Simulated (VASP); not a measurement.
# Te3Pd (Fm-3m) in VASP: further runs

The runs below take Te3Pd through single point, relaxation of cell and atoms, with PBE.

Program: VASP 6.6.1. These are calculated values, not measurements. Logs are shortened: lines on timing, memory, paths and dates and some standing lists are left out, and cuts for length are marked.

## Step 1: The cell of the first run

Symmetry: Fm-3m, No. 225, cubic system. Conventional cell: a = 7.307 Å, b = 7.307 Å, c = 7.307 Å, α = 90.00°, β = 90.00°, γ = 90.00°. Around Te (site symmetry -43m) lie 4 Te at 3.16 Å and 4 Pd at 3.16 Å. Around Te (site symmetry m-3m) lie 8 Te at 3.16 Å. Pd (site symmetry m-3m) has 8 Te at 3.16 Å as nearest neighbours.

The cell was built by a generator and needn't be a form met in nature.

## Step 2: Single point, PBE (species swapped into the Li3Ag type (Fm-3m, No. 225))

File INCAR:

```
PREC = Accurate
ENCUT = 520
EDIFF = 1E-7
ISMEAR = 0
SIGMA = 0.1
LREAL = F
LASPH = T
NELM = 80
ALGO = Fast
ISIF = 2
LWAVE = F
LCHARG = F
GGA = PE
NBANDS = 22
```

File KPOINTS:

```
regular mesh
0
Gamma
  4 4 4
```

File POSCAR:

```
Te3Pd
1.0
    0.0000000000      3.6534586937      3.6534586937
    3.6534586937      0.0000000000      3.6534586937
    3.6534586937      3.6534586937      0.0000000000
Te Pd
3 1
Direct
    0.2500000000      0.2500000000      0.2500000000
    0.7500000000      0.7500000000      0.7500000000
    0.5000000000      0.5000000000      0.5000000000
    0.0000000000      0.0000000000      0.0000000000
```

Potentials or basis: VASP PAW PBE potentials, release 64 (Te, Pd).

Launch:

```bash
> cat potpaw_PBE.64/Te/POTCAR potpaw_PBE.64/Pd/POTCAR > POTCAR
> mpirun -np 1 vasp_std > vasp.out
```

OUTCAR:

```text
PREC = Accurate
   ENCUT = 520
   EDIFF = 1E-7
   ISMEAR = 0
   LREAL = F
   LASPH = T
   NELM = 80
   ISIF = 2
   GGA = PE

 ion  position               nearest neighbor table
   1  0.250  0.250  0.250-   4 3.16   4 3.16   4 3.16   3 3.16   4 3.16   3 3.16   3 3.16   3 3.16
                             2 3.65   2 3.65   2 3.65   2 3.65   2 3.65   2 3.65
   2  0.750  0.750  0.750-   3 3.16   3 3.16   3 3.16   3 3.16   4 3.16   4 3.16   4 3.16   4 3.16
                             1 3.65   1 3.65   1 3.65   1 3.65   1 3.65   1 3.65
   3  0.500  0.500  0.500-   1 3.16   1 3.16   1 3.16   1 3.16   2 3.16   2 3.16   2 3.16   2 3.16

   4  0.000  0.000  0.000-   2 3.16   2 3.16   2 3.16   1 3.16   2 3.16   1 3.16   1 3.16   1 3.16

  LATTYP: Found a face centered cubic cell.
 ALAT       =     7.3069173874

  Lattice vectors:

 A1 = (   0.0000000000,   3.6534586937,   3.6534586937)
 A2 = (   3.6534586937,   0.0000000000,   3.6534586937)
 A3 = (   3.6534586937,   3.6534586937,   0.0000000000)

Analysis of symmetry for initial positions (statically):
=====================================================================
 Subroutine PRICEL returns:
 Original cell was already a primitive cell.

 Routine SETGRP: Setting up the symmetry group for a
 face centered cubic supercell.

 Subroutine GETGRP returns: Found 48 space group operations
 (whereof 48 operations were pure point group operations)
 out of a pool of 48 trial point group operations.

The static configuration has the point symmetry O_h .

Analysis of symmetry for dynamics (positions and initial velocities):
=====================================================================
 Subroutine PRICEL returns:
 Original cell was already a primitive cell.

 Routine SETGRP: Setting up the symmetry group for a
 face centered cubic supercell.

 Subroutine GETGRP returns: Found 48 space group operations
 (whereof 48 operations were pure point group operations)
 out of a pool of 48 trial point group operations.

The dynamic configuration has the point symmetry O_h .

 Subroutine INISYM returns: Found 48 space group operations
 (whereof 48 operations are pure point group operations),
 and found     1 'primitive' translations

----------------------------------------------------------------------------------------

                                     Primitive cell

  volume of cell :      97.5310

  direct lattice vectors                    reciprocal lattice vectors
     0.000000000  3.653458694  3.653458694    -0.136856618  0.136856618  0.136856618
     3.653458694  0.000000000  3.653458694     0.136856618 -0.136856618  0.136856618
     3.653458694  3.653458694  0.000000000     0.136856618  0.136856618 -0.136856618

  length of vectors
     5.166770834  5.166770834  5.166770834     0.237042615  0.237042615  0.237042615

  position of ions in fractional coordinates (direct lattice)
     0.250000000  0.250000000  0.250000000
     0.750000000  0.750000000  0.750000000
     0.500000000  0.500000000  0.500000000
     0.000000000  0.000000000  0.000000000

  ion indices of the primitive-cell ions
   primitive index   ion index
                 1           1
                 2           2
                 3           3
                 4           4

----------------------------------------------------------------------------------------

 KPOINTS: regular mesh

Automatic generation of k-mesh.
 Grid dimensions read from file:
 generate k-points for:    4    4    4

 Generating k-lattice:

  Cartesian coordinates                     Fractional coordinates (reciprocal lattice)
    -0.034214154  0.034214154  0.034214154     0.250000000  0.000000000  0.000000000
     0.034214154 -0.034214154  0.034214154     0.000000000  0.250000000  0.000000000
     0.034214154  0.034214154 -0.034214154     0.000000000  0.000000000  0.250000000

  Length of vectors
     0.059260654  0.059260654  0.059260654

  Shift w.r.t. Gamma in fractional coordinates (k-lattice)
     0.000000000  0.000000000  0.000000000

 Subroutine IBZKPT returns following result:
 ===========================================

 Found      8 irreducible k-points:

 Following reciprocal coordinates:
            Coordinates               Weight
  0.000000  0.000000  0.000000      1.000000
  0.250000  0.000000  0.000000      8.000000
  0.500000  0.000000  0.000000      4.000000
  0.250000  0.250000  0.000000      6.000000
  0.500000  0.250000  0.000000     24.000000
 -0.250000  0.250000  0.000000     12.000000
  0.500000  0.500000  0.000000      3.000000
 -0.250000  0.500000  0.250000      6.000000
   k-points           NKPTS =      8   k-points in BZ     NKDIM =      8   number of bands    NBANDS=     22
   number of dos      NEDOS =    301   number of ions     NIONS =      4
   total plane-waves  NPLWV =  64000
   dimension x,y,z NGX =    40 NGY =   40 NGZ =   40
   dimension x,y,z NGXF=    80 NGYF=   80 NGZF=   80
   ions per type =               3   1
   NGX,Y,Z   is equivalent  to a cutoff of  12.87, 12.87, 12.87 a.u.
   NGXF,Y,Z  is equivalent  to a cutoff of  25.74, 25.74, 25.74 a.u.
 SYSTEM =  unknown system
   PREC   = accura    normal or accurate (medium, high low for compatibility)
   ISTART =      0    job   : 0-new  1-cont  2-samecut
   ICHARG =      2    charge: 1-file 2-atom 10-const
   ISPIN  =      1    spin polarized calculation?
   LNONCOLLINEAR =      F non collinear calculations
   LSORBIT =      F    spin-orbit coupling
   LASPH  =      T    aspherical Exc in radial PAW
   ENCUT  =  520.0 eV  38.22 Ry    6.18 a.u.   9.61  9.61  9.61*2*pi/ulx,y,z
   NELM   =     80;   NELMIN=  2; NELMDL= -5     # of ELM steps
   EDIFF  = 0.1E-06   stopping-criterion for ELM
   LREAL  =      F    real-space projection
   EDIFFG = 0.1E-05   stopping-criterion for IOM
   NSW    =      0    number of steps for IOM
   IBRION =     -1    ionic relax: 0-MD 1-quasi-New 2-CG
   NFREE  =      0    steps in history (QN), initial steepest desc. (CG)
   ISIF   =      2    stress and relaxation
   ISYM   =      2    0-nonsym 1-usesym 2-fastsym
   POTIM  = 0.5000    time-step for ionic-motion
   TEBEG  =    0.0;   TEEND  =   0.0 temperature during run
   PSTRESS=    0.0 pullay stress
   NELECT =      28.0000    total number of electrons
   NUPDOWN=      -1.0000    fix difference up-down
   EMIN   =  10.00;   EMAX   =-10.00  energy-range for DOS
   EFERMI =   0.00;   METHOD = LEGACY
   ISMEAR =     0;   SIGMA  =   0.10  broadening in eV -4-tet -1-fermi 0-gaus
   EFERMI_NEDOS =   21; number of points for ismear=-14 and -15
   IALGO  =     68    algorithm
   IMIX   =      4    mixing-type and parameters
     AMIX     =   0.40;   BMIX     =  1.00
     AMIX_MAG =   1.60;   BMIX_MAG =  1.00
  volume/ion in A,a.u.               =      24.38       164.54
  Fermi-wavevector in a.u.,A,eV,Ry     =   1.079974  2.040855 15.869072  1.166344
  Thomas-Fermi vector in A             =   2.215953
   LORBIT       =      0    0 simple, 1 ext, 2 COOP (PROOUT), +10 PAW based schemes
   GGA     = PE    functional components
   LHFCALC =     F    Hartree Fock is set to
   AEXX    =    0.0000 exact exchange contribution
   IVDW    =     0    specifies the selected vdW correction
   LEPSILON=     F    determine dielectric tensor
   LRPA    =     F    only Hartree local field effects (RPA)
 non-spin polarized calculation
 RMM-DIIS sequential band-by-band and
 Gauss-broadening in eV      SIGMA  =   0.10
  energy-cutoff  :      520.00
  volume of cell :       97.53
 maximum number of plane-waves:      2685
 NGX is ok and might be reduce to    40
   NGX = 19   NGY = 19   NGZ = 19

 number of electron      28.0000003 magnetization

 Free energy of the ion-electron system (eV)
  ---------------------------------------------------
  ext. energy  EPLUGINS =         0.00000000
  ---------------------------------------------------
  free energy    TOTEN  =       -13.39852289 eV

  energy without entropy =      -13.36700316  energy(sigma->0) =      -13.38276303

 E-fermi :   8.6746     XC(G=0): -10.6871

 val. band max:        8.6624378001   @ k =   0.5000   0.2500   0.0000
 cond. band min:       8.6795399326   @ k =  -0.2500   0.5000   0.2500
 fundamental gap:      0.0171021325
 Fermi energy:         8.6745576735

 k-point     1 :       0.0000    0.0000    0.0000
  band No.  band energies     occupation
      1      -5.5584      2.00000
      2      -1.3965      2.00000
      3      -0.3295      2.00000
      4       4.2156      2.00000
      5       4.2156      2.00000
      6       4.2156      2.00000
[... 14 lines left out ...]
     21      16.5492      0.00000
     22      16.5492      0.00000

 k-point     2 :       0.2500    0.0000    0.0000
  band No.  band energies     occupation
      1      -5.1256      2.00000
      2      -1.9933      2.00000
      3      -0.9961      2.00000
      4       3.8187      2.00000
      5       3.8187      2.00000
      6       4.2159      2.00000
[... 14 lines left out ...]
     21      14.7604      0.00000
     22      15.5314      0.00000

 k-point     3 :       0.5000    0.0000    0.0000
  band No.  band energies     occupation
      1      -4.2868      2.00000
      2      -3.1608      2.00000
      3      -1.3603      2.00000
      4       3.5431      2.00000
      5       3.5431      2.00000
      6       4.3630      2.00000
[... 14 lines left out ...]
     21      16.5728      0.00000
     22      17.4354      0.00000

 k-point     4 :       0.2500    0.2500    0.0000
  band No.  band energies     occupation
      1      -4.9757      2.00000
      2      -1.9265      2.00000
      3      -1.3995      2.00000
      4       3.1787      2.00000
      5       3.1787      2.00000
      6       4.8747      2.00000
[... 14 lines left out ...]
     21      14.7344      0.00000
     22      14.7344      0.00000

 k-point     5 :       0.5000    0.2500    0.0000
  band No.  band energies     occupation
      1      -4.1016      2.00000
      2      -2.8187      2.00000
      3      -2.1130      2.00000
      4       3.0344      2.00000
      5       3.0440      2.00000
      6       4.9320      2.00000
[... 14 lines left out ...]
     21      15.3372      0.00000
     22      15.8574      0.00000

 k-point     6 :      -0.2500    0.2500    0.0000
  band No.  band energies     occupation
      1      -4.4600      2.00000
      2      -2.5020      2.00000
      3      -1.9127      2.00000
      4       3.3631      2.00000
      5       3.5903      2.00000
      6       4.5305      2.00000
[... 14 lines left out ...]
     21      15.4076      0.00000
     22      16.9459      0.00000

 k-point     7 :       0.5000    0.5000    0.0000
  band No.  band energies     occupation
      1      -3.4116      2.00000
      2      -3.3661      2.00000
      3      -2.3307      2.00000
      4       2.7073      2.00000
      5       2.7073      2.00000
      6       4.2730      2.00000
[... 14 lines left out ...]
     21      15.5902      0.00000
     22      15.8231      0.00000

 k-point     8 :      -0.2500    0.5000    0.2500
  band No.  band energies     occupation
      1      -3.3934      2.00000
      2      -2.9284      2.00000
      3      -2.9284      2.00000
      4       2.1714      2.00000
      5       4.3987      2.00000
      6       4.3987      2.00000
[... 14 lines left out ...]
     21      14.4625      0.00000
     22      16.8567      0.00000

------------------------ aborting loop because EDIFF is reached ----------------------------------------

  FORCE on cell =-STRESS in cart. coord.  units (eV):
  Direction    XX          YY          ZZ          XY          YZ          ZX
  --------------------------------------------------------------------------------------
  -------------------------------------------------------------------------------------
  Total       -0.1013077     -0.1013077     -0.1013077      0.0000000      0.0000000      0.0000000
  in kB       -1.6642194     -1.6642194     -1.6642194      0.0000000      0.0000000      0.0000000
  external PRESSURE =      -1.6642194 kB  Pullay stress =       0.0000000 kB

 VOLUME and BASIS-vectors are now :
 -----------------------------------------------------------------------------
  energy-cutoff  :      520.00
  volume of cell :       97.53
      direct lattice vectors                 reciprocal lattice vectors
     0.000000000  3.653458694  3.653458694    -0.136856618  0.136856618  0.136856618
     3.653458694  0.000000000  3.653458694     0.136856618 -0.136856618  0.136856618
     3.653458694  3.653458694  0.000000000     0.136856618  0.136856618 -0.136856618

 POSITION                                       TOTAL-FORCE (eV/Angst)
 -----------------------------------------------------------------------------------
      1.82673      1.82673      1.82673        -0.000000     -0.000000     -0.000000
      5.48019      5.48019      5.48019         0.000000      0.000000      0.000000
      3.65346      3.65346      3.65346         0.000000     -0.000000      0.000000
      0.00000      0.00000      0.00000         0.000000     -0.000000      0.000000
 -----------------------------------------------------------------------------------
    total drift:                               -0.000000      0.000000      0.000000

  FREE ENERGIE OF THE ION-ELECTRON SYSTEM (eV)
  ---------------------------------------------------
  free  energy   TOTEN  =       -13.3985228889 eV

  energy  without entropy=      -13.3670031650  energy(sigma->0) =      -13.38276303
```

Wall time 27 s (1 thread of Intel Xeon Platinum 8488C (Sapphire Rapids), shared host); peak memory 0.23 GiB.

What came out:

- Free energy: -13.3985 eV
- Pressure: -0.2 GPa
- Band gap on the k mesh: none (metal or under the smearing width)

Caveat: the k mesh is coarse (spacing up to 0.37 Å⁻¹), so the values aren't converged. The run has no spin-orbit coupling, so splittings on Te are missing.

## Step 3: Relaxation of cell and atoms, PBE (species swapped into the Li3Ag type (Fm-3m, No. 225))

File INCAR:

```
PREC = Accurate ; ENCUT = 600
EDIFF = 1E-6 ; ISMEAR = 0
SIGMA = 0.1 ; LREAL = F
LASPH = T ; NELM = 60
ALGO = Fast ; ISIF = 3
LWAVE = F ; LCHARG = F
GGA = PE ; IBRION = 2
NSW = 90 ; EDIFFG = -0.04
```

File KPOINTS:

```
Automatic mesh
0
Gamma
  4 4 4
```

File POSCAR:

```
Te3Pd
1.0
    0.0000000000      4.1577595100      4.1577595100
    4.1577595100      0.0000000000      4.1577595100
    4.1577595100      4.1577595100      0.0000000000
Te Pd
3 1
Direct
    0.2500000000      0.2500000000      0.2500000000
    0.7500000000      0.7500000000      0.7500000000
    0.5000000000      0.5000000000      0.5000000000
    0.0000000000      0.0000000000      0.0000000000
```

Potentials or basis: VASP PAW PBE potentials, release 64 (Te, Pd).

Launch:

```bash
> cat potpaw_PBE.64/Te/POTCAR potpaw_PBE.64/Pd/POTCAR > POTCAR
> mpirun -np 1 vasp_std > vasp.out
```

Wall time 1.9 min (1 thread of Intel Xeon Platinum 8488C (Sapphire Rapids), shared host); peak memory 0.33 GiB.

It converged, with:

```yaml
Free_energy: -13.4000 eV
Relaxed_volume: 24.27 Å³/atom
Relaxed_cell: a = 5.159 Å, b = 5.159 Å, c = 5.159 Å, α = 60.00°, β = 60.00°, γ = 60.00°
Space_group_after_relaxing_to_0.05_Å: Fm-3m (No. 225)
Energy_gained_by_relaxing: 512.0 meV/atom
Ionic_steps: 3
Pressure_after_relaxing: -0.1 GPa
Band_gap_on_the_k_mesh: none (metal or under the smearing width)
```

Step by step:
```csv
step,energy change (eV),largest force (eV/Å),pressure (GPa),volume (Å³)
1,0.0000,0.0000,-9.44,143.75
2,-1.8407,0.0000,-3.40,104.04
3,-2.0480,0.0000,-0.08,97.10
```

Final structure:
```
Te Pd
1.0
     0.00000    3.64802    3.64802
     3.64802    0.00000    3.64802
     3.64802    3.64802    0.00000
Te Pd
3 1
Cartesian
  1.8240 1.8240 1.8240
  5.4720 5.4720 5.4720
  3.6480 3.6480 3.6480
  0.0000 0.0000 0.0000
```

Levels at points of the mesh, in eV from the Fermi level:
| k point | band 11 | band 12 | band 13 | band 14 | band 15 | band 16 | band 17 | band 18 |
| --- | --- | --- | --- | --- | --- | --- | --- | --- |
| (0.00, 0.00, 0.00) | -2.21 | -0.61 | -0.61 | -0.61 | -0.21 | -0.21 | -0.21 | 2.24 |
| (0.50, 0.00, 0.00) | -1.69 | -1.32 | -1.32 | -1.01 | 0.84 | 1.85 | 1.85 | 3.76 |
| (0.50, 0.50, 0.00) | -1.68 | -1.00 | 0.48 | 0.48 | 0.55 | 1.18 | 1.18 | 3.14 |

Caveat: the volume moved by over 15 % at a fixed basis, so the end points are rough. The run has no spin-orbit coupling, so splittings on Te are missing.
